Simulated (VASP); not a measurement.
Input:

```
HfB2
1.0
    1.57070    -2.72052     0.00000
    1.57070     2.72052     0.00000
    0.00000     0.00000     3.49139
Hf B
1 2
Cartesian
  1.57070  -2.72052   0.00000
  1.57070   0.90684   1.74570
  1.57070  -0.90684   1.74570
```

Computed with PBE GGA, VASP's PBE PAW potentials (set 64) (plane waves; VASP). Run with 600 eV cut-off, 10×10×8 Γ-centred mesh, first-order Methfessel-Paxton smearing of 0.10 eV, potentials Hf_pv B.

Q: The ions, cell shape and volume at an external pressure of 5.0 GPa are relaxed. What does this cell relax into?

A: 
```
HfB2
1.0
    1.56138    -2.70439     0.00000
    1.56138     2.70439     0.00000
    0.00000     0.00000     3.46494
Hf B
1 2
Direct
  0.00000   0.00000   0.00000
  0.33333   0.66667   0.50000
  0.66667   0.33333   0.50000
```
Space group P6/mmm (191), at a tolerance of 0.03 Å.

Q: How do energy and volume change from the first to the last step?

A: The energy (σ→0) changes by +3.0 meV/atom and the volume by -1.9 %, in 5 ionic steps.

```csv
step,E(σ→0) (eV),max force (eV/Å),pressure (GPa),volume (Å³)
1,-26.4002,0.000,-0.02,29.84
2,-26.3504,0.000,12.55,28.51
3,-26.3917,0.000,4.98,29.28
4,-26.3914,0.000,5.08,29.27
5,-26.3913,0.000,5.09,29.26
```

The compound is HfB2 in the AlB2 type structure. This run relaxes it under an external pressure of 5 GPa. Symmetry was kept, so distortions that lower it aren't found.
